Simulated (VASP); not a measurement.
Calculation: AM05 GGA, VASP's PBE PAW potentials (set 64) (plane waves; VASP).

VASP ran on this input.

### INCAR
```
# general
SYSTEM   =  FeAl
PREC     =  Accurate
ENCUT    =  520
LREAL    =  F
LASPH    =  T

# electronic loop
EDIFF    =  1E-6
NELM     =  100
ALGO     =  Normal
LMAXMIX  =  4

# smearing
ISMEAR   =  1
SIGMA    =  0.1

# functional
GGA      =  AM

# ions
IBRION   =  2
NSW      =  60
ISIF     =  3
EDIFFG   =  -0.01

# output
LWAVE    =  F
LCHARG   =  F
```

### KPOINTS
```
K-points
0
Gamma
  12 12 12
0 0 0
```

**POSCAR**
```
FeAl
1.0
  2.8405691761   0.0000000000   0.0000000000
  0.0000000000   2.8405691761   0.0000000000
  0.0000000000   0.0000000000   2.8405691761
Al Fe
1 1
Direct
  0.5000000000   0.5000000000   0.5000000000
  0.0000000000   0.0000000000   0.0000000000
```

POTCAR, in this order: Al Fe (PBE.64 set). Program: vasp_std.

Question: What will the output report for the number of irreducible k-points (NKPTS), largest plane-wave count, number of space-group operations, FFT grid (NGX, NGY, NGZ)?

Answer: 
```json
{
 "number of irreducible k-points (NKPTS)": "84",
 "largest_plane_wave_count": "630",
 "number_of_space_group_operations": "48",
 "FFT grid (NGX, NGY, NGZ)": "24 × 24 × 24"
}
```

The compound is FeAl in the CsCl type structure. It was relaxed first, which changed the volume by -7 %. The start is the result of an earlier pass. The run is not spin-polarised, so no magnetic state was tried. The electron count is odd and the run is not spin-polarised, which forces a metal.
